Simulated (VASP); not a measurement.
Output of a VASP run:

OSZICAR:
```
       N       E                     dE             d eps       ncg     rms          rms(c)
DAV:   1     0.758442979414E+01    0.75844E+01   -0.38922E+03   584   0.820E+02
DAV:   2    -0.172223240105E+02   -0.24807E+02   -0.23450E+02   720   0.135E+02
DAV:   3    -0.177395836267E+02   -0.51726E+00   -0.51726E+00   656   0.250E+01
DAV:   4    -0.177413522402E+02   -0.17686E-02   -0.17686E-02   800   0.133E+00
DAV:   5    -0.177413584559E+02   -0.62157E-05   -0.62157E-05   688   0.570E-02    0.807E+00
DAV:   6    -0.156370026799E+02    0.21044E+01   -0.12457E+01   600   0.221E+01    0.289E+00
DAV:   7    -0.156108078418E+02    0.26195E-01   -0.84665E-02   584   0.311E+00    0.192E+00
DAV:   8    -0.155929395864E+02    0.17868E-01   -0.20746E-02   632   0.187E+00    0.401E-01
DAV:   9    -0.155926414611E+02    0.29813E-03   -0.79248E-04   768   0.233E-01    0.204E-01
DAV:  10    -0.155926913391E+02   -0.49878E-04   -0.12463E-04   640   0.967E-02    0.444E-02
DAV:  11    -0.155926897763E+02    0.15628E-05   -0.15825E-06   616   0.129E-02    0.115E-02
DAV:  12    -0.155926898189E+02   -0.42566E-07   -0.15750E-07   296   0.445E-03
   1 F= -.15592690E+02 E0= -.15592690E+02  d E =-.155927E+02
       N       E                     dE             d eps       ncg     rms          rms(c)
DAV:   1    -0.157160558918E+02   -0.12337E+00   -0.30621E+00   560   0.166E+01    0.237E+00
DAV:   2    -0.155991566070E+02    0.11690E+00   -0.65925E-01   576   0.561E+00    0.578E-01
DAV:   3    -0.155977585016E+02    0.13981E-02   -0.10474E-02   664   0.110E+00    0.196E-01
DAV:   4    -0.155970139552E+02    0.74455E-03   -0.37622E-04   680   0.172E-01    0.978E-02
DAV:   5    -0.155968853658E+02    0.12859E-03   -0.11945E-04   632   0.980E-02    0.453E-02
DAV:   6    -0.155968854766E+02   -0.11087E-06   -0.12620E-06   640   0.117E-02
   2 F= -.15596885E+02 E0= -.15596885E+02  d E =-.419566E-02
       N       E                     dE             d eps       ncg     rms          rms(c)
DAV:   1    -0.156375525723E+02   -0.40667E-01   -0.64730E-01   560   0.740E+00    0.110E+00
DAV:   2    -0.156122525958E+02    0.25300E-01   -0.15066E-01   576   0.267E+00    0.245E-01
DAV:   3    -0.156119886025E+02    0.26399E-03   -0.18573E-03   656   0.471E-01    0.859E-02
DAV:   4    -0.156118215871E+02    0.16702E-03   -0.85990E-05   704   0.811E-02    0.377E-02
DAV:   5    -0.156117971970E+02    0.24390E-04   -0.21925E-05   640   0.409E-02    0.202E-02
DAV:   6    -0.156117968535E+02    0.34352E-06   -0.19426E-07   352   0.476E-03
   3 F= -.15611797E+02 E0= -.15611797E+02  d E =-.191070E-01
```

OUTCAR:
```
------------------------ aborting loop because EDIFF is reached ----------------------------------------
  FORCE on cell =-STRESS in cart. coord.  units (eV):
  Direction    XX          YY          ZZ          XY          YZ          ZX
  --------------------------------------------------------------------------------------
  Total       -0.0051556     -0.0051556     -0.0051556      0.0000000     -0.0000000      0.0000000
  in kB       -0.3938377     -0.3938377     -0.3938377      0.0000000     -0.0000000      0.0000000
  external PRESSURE =      -0.3938377 kB  Pullay stress =       0.0000000 kB
  volume of cell :       20.97
      direct lattice vectors                 reciprocal lattice vectors
     0.000000000  2.188846083  2.188846083    -0.228430863  0.228430863  0.228430863
     2.188846083  0.000000000  2.188846083     0.228430863 -0.228430863  0.228430863
     2.188846083  2.188846083 -0.000000000     0.228430863  0.228430863 -0.228430863
  FREE ENERGIE OF THE ION-ELECTRON SYSTEM (eV)
  ---------------------------------------------------
  free  energy   TOTEN  =       -15.6117968535 eV

  energy  without entropy=      -15.6117968535  energy(sigma->0) =      -15.61179685

 reached required accuracy - stopping structural energy minimisation
```
(Selected blocks of OUTCAR.)

**POSCAR**
```
AlN
1
    0.0000000000     2.2170250000     2.2170250000
    2.2170250000     0.0000000000     2.2170250000
    2.2170250000     2.2170250000     0.0000000000
Al N
1 1
Direct
  0.0000000000   0.0000000000   0.0000000000
  0.2500000000   0.2500000000   0.2500000000
```

Question: Write an INCAR and KPOINTS that could have produced this output.

Answer: One answer among several that fit: the input of the run itself, PBEsol GGA, plane waves, VASP's PBE PAW potentials (set 64).

### INCAR
```
ALGO=Normal
EDIFF=1E-6
EDIFFG=-0.01
ENCUT=520
GGA=PS
IBRION=2
ISIF=3
ISMEAR=0
LASPH=.True.
LCHARG=.False.
LREAL=.False.
LWAVE=.False.
NELM=100
NSW=60
PREC=Accurate
SIGMA=0.05
SYSTEM=AlN
```

**KPOINTS**
```
Automatic
0
G
 9 9 9
```

POTCAR, in this order: Al N (PBE.64 set). Program: vasp_std.

Energy and stress use the plane-wave basis of the starting cell.

The structure was generated: AlN was put into the zinc blende type (F-43m), which need not be its known phase. This run relaxes it. Symmetry was kept, so distortions that lower it aren't found.
